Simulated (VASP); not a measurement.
The system is Si7Ge.

```
Ge Si
1.0
     5.46280    0.00000    0.00000
     0.00000   -5.46280    0.00000
     0.00000    0.00000   -5.46280
Ge Si
1 7
Direct
  0.75000 0.75000 0.75000
  0.25000 0.25000 0.75000
  0.25000 0.75000 0.25000
  0.75000 0.25000 0.25000
  0.50000 0.00000 0.00000
  0.00000 0.50000 0.00000
  0.00000 0.00000 0.50000
  0.50000 0.50000 0.50000
```

The cell was built by a generator and needn't be a form met in nature.

| Quantity | Value |
| --- | --- |
| Program | VASP 6.6.1 |
| Task | relaxation of cell and atoms |
| Functional | PBEsol |
| Potentials or basis | VASP PAW PBE potentials, release 64 (Ge_d, Si) |
| Cutoff | 600 eV |
| k mesh | 6 × 6 × 6 |
| Occupations | gaussian, width 0.03 eV |
| Spin | no spin polarisation |

At the start: pressure -0.1 GPa; volume 20.38 Å³/atom.

**Question.** Where does the relaxation end?

**Answer.** Over 4 steps the energy falls by 2.4 meV/atom and the volume is 20.34 Å³/atom (-0.2 %); space group P-43m (No. 215, to 0.05 Å).

The path:
```tsv
step	energy change (eV)	largest force (eV/Å)	pressure (GPa)	volume (Å³)
1	0.0000	0.4034	-0.09	163.02
2	-0.0186	0.0749	0.06	162.76
3	-0.0193	0.0037	0.09	162.70
4	-0.0192	0.0040	0.07	162.69
```

Final structure:
```
Ge Si
1.0
     5.45911    0.00000    0.00000
     0.00000   -5.45911    0.00000
     0.00000    0.00000   -5.45911
Ge Si
1 7
Direct
  0.75000 0.75000 0.75000
  0.25000 0.25000 0.75000
  0.25000 0.75000 0.25000
  0.75000 0.25000 0.25000
  0.49744 0.00256 0.00256
  0.00256 0.49744 0.00256
  0.00256 0.00256 0.49744
  0.49744 0.49744 0.49744
```

Caveat: the PAW data sets were made with another functional, which shifts forces and pressure a little.
